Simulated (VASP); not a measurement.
Runs of VASP 6.6.1 on BrTl. The cell holds a molecule in a box, 2 atoms: a = 9.000 Å, b = 9.000 Å, c = 12.000 Å, α = 90.00°, β = 90.00°, γ = 90.00°. 

| task | level | cell | gap on the mesh (eV) | largest force (eV/Å) |
| --- | --- | --- | --- | --- |
| atomic charges | PBE+TS | as given | 3.83 | 0.41 |
| relaxation of the atoms | PBE+D4 | atoms relaxed | 3.75 | - |
| electron localisation function | PBE | as given | 3.83 | (b) |
| single point | RPBE | as given | 3.83 | 0.60 |
| relaxation of the atoms | vdW-DF2 | atoms relaxed | 3.26 | 0.01 |
| relaxation of the atoms | BLYP+D3(BJ) | atoms relaxed | (a) | - |

Alike in all rows: potentials or basis VASP PAW PBE potentials, release 64 (Br, Tl_d); no spin polarisation; k mesh 1 × 1 × 1; cutoff (eV) 520; smearing gaussian 0.01 eV.

Question: Estimate the missing entries.

Answer: (a) 3.48; (b) 0.40.

Caveats: spin-orbit coupling is left out, which as a rule narrows the gap of such compounds by several tenths of an eV; the PAW data sets were made with another functional, which shifts forces and pressure a little (some runs).

A k mesh can miss the band edges, and the runs leave out spin-orbit coupling on Br, Tl.

Not every run made on this cell is shown here.
